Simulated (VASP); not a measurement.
Consider the following.

```xyz
2
Lattice="2.8733 0.0000 0.0000 0.0000 2.8733 0.0000 0.0000 0.0000 2.8733" Properties=species:S:1:pos:R:3 pbc="T T T"
Cr     0.0000     0.0000     0.0000
Cr     1.4367     1.4367     1.4367
```
Starting moments (μB, in the order of the record's atoms Cr Cr): 0.7 -0.7.

Method: optB88-vdW, VASP's PBE PAW potentials (set 64) (plane waves; VASP). Settings: 520 eV cut-off, 13×13×13 Γ-centred mesh, first-order Methfessel-Paxton smearing of 0.10 eV, potentials Cr_pv.

**Question.** Estimate the cell moment, energy per atom (σ→0), pressure, band gap (on the k-mesh) with the smallest direct gap where there is one.

**Answer.** 
- band gap (on the k-mesh): none (metal, semimetal or under 0.01 eV)
- cell moment: 0.00 μB
- energy per atom (σ→0): -6.399 eV/atom
- pressure: -5.24 GPa

**Question.** Give the moment on each site (PAW-sphere projection).

**Answer.** 
| site | moment (μB) |
|---|---|
| Cr1 | 0.99 |
| Cr2 | -0.99 |

Only differences to runs with the same potentials and settings are physical.

The compound is Cr in the bcc, AFM order structure. This cell is one point of a volume scan, at 1.03 of the reference volume.
